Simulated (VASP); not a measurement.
Here is the system:

```yaml
crystal:
  lattice:
    - [0.00000, 1.95882, 1.95882]
    - [1.95882, 0.00000, 1.95882]
    - [1.95882, 1.95882, 0.00000]
  atoms:
    - { symbol: Pt, position: [0.00000, 0.00000, 0.00000] }
```

The numbers are results of PBE GGA with D3 dispersion (zero damping), VASP's PBE PAW potentials (set 64) (plane waves; VASP), not measurements. Run with 520 eV cut-off, 16×16×16 Γ-centred mesh, first-order Methfessel-Paxton smearing of 0.10 eV, potentials Pt.

Give the energy at these volumes per atom, relative to the lowest: 14.12, 14.57, 15.02, 15.47, 15.92 Å³.

55.9, 13.4, 0.0, 10.7, 41.0 meV/atom. A third-order Birch-Murnaghan fit gives B0 = 282 GPa and B0′ = 5.6.

Measured: bulk modulus 289 GPa at 0 K (computed value off by -2.3 %), as given by H. Levämäki et al., Physical Review B (2014), arXiv:1402.3671 [corrected for temperature and zero-point phonon effects]; a 3.913 Å at 0 K (computed value off by +0.1 %), as given by Daniel Mejia-Rodriguez et al., Physical Review B (2018), arXiv:1807.09216 [static lattice: zero-point anharmonic expansion removed].

The compound is Pt in the fcc structure. It was relaxed first.
